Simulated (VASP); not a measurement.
Crystal: RuSe.

```xyz
2
Lattice="0.0000 2.9063 2.9063 2.9063 0.0000 2.9063 2.9063 2.9063 0.0000" Properties=species:S:1:pos:R:3 pbc="T T T"
Ru    0.0000    0.0000    0.0000
Se    1.4532    1.4532    1.4532
```

The cell comes from a database or a generator and needn't be the stable form of this composition.

Base run:

```yaml
Program: VASP 6.6.1
Functional: PBE
Potentials_or_basis: VASP PAW PBE potentials, release 64 (Ru_pv, Se)
Cutoff: 520 eV
k_mesh: 6 × 6 × 6
Occupations: gaussian, width 0.05 eV
Spin: collinear spin, random start
Starting_moments: "[0.35, 0.0] μB"
Hubbard_terms: Ru d U = 4 eV
```

Its results: band gap on the k mesh none (metal or under the smearing width); pressure 0.4 GPa.

Q: The run is repeated on the same cell with these changes: spin from collinear spin, random start to no spin polarisation; further incar settings from ALGO = Normal; EDIFF = 1e-06 to ALGO = Normal; EDIFF = 1e-06; NBANDS = 17. What comes out?

A: Band gap on the k mesh none (metal or under the smearing width); pressure -11.7 GPa.

Caveats: U without spin polarisation on a metal has little footing (some runs).
